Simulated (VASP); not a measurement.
Consider the following.

```yaml
crystal:
  lattice:
    - [0.00000, 2.80894, 2.80894]
    - [2.80894, 0.00000, 2.80894]
    - [2.80894, 2.80894, 0.00000]
  atoms:
    - { symbol: Ga, position: [0.00000, 0.00000, 0.00000] }
    - { symbol: As, position: [0.25000, 0.25000, 0.25000] }
```

The numbers are results of PBE GGA, VASP's PBE PAW potentials (set 64) (plane waves; VASP), not measurements. Run with 500 eV cut-off, 8×8×8 Γ-centred mesh, Gaussian smearing of 0.050 eV, potentials Ga_d As.

### Question
Estimate the energy per atom (σ→0), pressure, band gap (on the k-mesh) with the smallest direct gap where there is one.

### Answer

```
Item                                         Result
-----------------------------------  --------------
band gap (on the k-mesh)                    0.66 eV
smallest direct gap (on the k-mesh)         0.66 eV
energy per atom (σ→0)                -4.112 eV/atom
pressure                                   4.96 GPa
```

Only differences to runs with the same potentials and settings are physical.

The compound is GaAs in the zinc blende structure. It was relaxed first under an external pressure of 5 GPa.
